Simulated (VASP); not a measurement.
Data:

```
PtB
1.0
    0.00000     2.26484     2.26484
    2.26484     0.00000     2.26484
    2.26484     2.26484     0.00000
Pt B
1 1
Direct
  0.00000   0.00000   0.00000
  0.50000   0.50000   0.50000
```

Level of theory: PBE GGA, VASP's PBE PAW potentials (set 64) (plane waves; VASP). Settings: 520 eV cut-off, 16×16×16 Γ-centred mesh, tetrahedra with Blöchl corrections, potentials Pt B.

Unless said otherwise, spin-orbit coupling is left out, though it shifts the bands of the heavy elements here.

**Question.** What does the run give for the energy per atom (σ→0), band gap (on the k-mesh) with the smallest direct gap where there is one?

**Answer.** 
```json
{
 "band gap (on the k-mesh)": "none (metal, semimetal or under 0.01 eV)",
 "energy per atom (σ→0)": "-6.103 eV/atom"
}
```

Total energies compare only between runs with the same potentials, cut-off and functional.

The structure was generated: PtB was put into the rock salt type (Fm-3m), which need not be its known phase. It was relaxed first, which changed the volume by -13 %. The electron count is odd and the run is not spin-polarised, which forces a metal.
